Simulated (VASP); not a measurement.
Consider the following.

```xyz
5
Lattice="4.1900 0.0000 0.0000 0.0000 4.1900 0.0000 0.0000 0.0000 4.1900" Properties=species:S:1:pos:R:3 pbc="T T T"
Ba     0.0000     0.0000     0.0000
Zr     2.0950     2.0950     2.0950
O      2.0950     0.0000     2.0950
O      0.0000     2.0950     2.0950
O      2.0950     2.0950     0.0000
```

Calculation: PBE GGA, VASP's PBE PAW potentials (set 64) (plane waves; VASP). Run with 400 eV cut-off, 8×8×8 Γ-centred mesh, Fermi-Dirac smearing of 0.020 eV, potentials Ba_sv Zr_sv O.

At this cut-off the stress carries a Pulay error, which pulls relaxed volumes low. Unless said otherwise, spin-orbit coupling is left out, though it shifts the bands of the heavy elements here.

**Question.** Predict the energy per atom (σ→0), pressure, band gap (on the k-mesh) with the smallest direct gap where there is one.

**Answer.** 
```json
{
 "band gap (on the k-mesh)": "3.20 eV",
 "smallest direct gap (on the k-mesh)": "3.43 eV",
 "energy per atom (σ→0)": "-8.348 eV/atom",
 "pressure": "1.16 GPa"
}
```

The structure is a typed BaZrO3 crystal. The cell was not relaxed at this level.
